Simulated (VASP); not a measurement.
The input files of a VASP run:

**POSCAR**
```
BaF2
1
    0.0000000000     3.0646160000     3.0646160000
    3.0646160000     0.0000000000     3.0646160000
    3.0646160000     3.0646160000     0.0000000000
Ba F
1 2
Direct
  0.0000000000   0.0000000000   0.0000000000
  0.2500000000   0.2500000000   0.2500000000
  0.7500000000   0.7500000000   0.7500000000
```

INCAR:
```
! general
SYSTEM  = BaF2
PREC    = Accurate
ENCUT   = 400
LREAL   = .FALSE.
LASPH   = .TRUE.

! electronic loop
EDIFF   = 1E-6
NELM    = 100
ALGO    = Normal
LMAXMIX = 4

! smearing
ISMEAR  = 0
SIGMA   = 0.01

! functional
GGA     = PE

! ions
ISIF    = 2

! output
LWAVE   = .FALSE.
LCHARG  = .FALSE.
```

File KPOINTS:
```
Automatic mesh
0
Gamma
5 5 5
0 0 0
```

POTCAR, in this order: Ba_sv F (PBE.64 set). Program: vasp_std.

### Question
Translate this PBE calculation to Quantum ESPRESSO's pw.x.

### Answer
One equivalent input (not run):
```
&CONTROL
  calculation = 'scf'
  pseudo_dir = './pseudo'
  outdir = './out'
  tprnfor = .true.
  tstress = .true.
/
&SYSTEM
  ibrav = 0
  nat = 3
  ntyp = 2
  ecutwfc = 84
  occupations = 'smearing'
  smearing = 'gaussian'
  degauss = 0.000735
  input_dft = 'pbe'
/
&ELECTRONS
  conv_thr = 7.3e-08
  electron_maxstep = 100
/
ATOMIC_SPECIES
  Ba 137.327 Ba.upf
  F 18.998 F.upf
CELL_PARAMETERS angstrom
     0.0000000    3.0646160    3.0646160
     3.0646160    0.0000000    3.0646160
     3.0646160    3.0646160    0.0000000
ATOMIC_POSITIONS crystal
  Ba   0.0000000  0.0000000  0.0000000
  F    0.2500000  0.2500000  0.2500000
  F    0.7500000  0.7500000  0.7500000
K_POINTS automatic
  5 5 5 0 0 0
```
Limits of the translation: the potentials are each code's own (VASP's PAW set, PseudoDojo norm-conserving files in pw.x), so ENCUT and ecutwfc are chosen apart and not converted; conv_thr bounds pw.x's estimated SCF error, while EDIFF bounds the energy change between steps.

The structure comes from a computed database's BaF2 entry; how it stands against other phases isn't given here. The cell was not relaxed at this level. The run is one of a series of settings (AEXX removed, HFRCUT removed, ISYM removed, LHFCALC removed, PRECFOCK removed against the base run), some of them coarse on purpose.
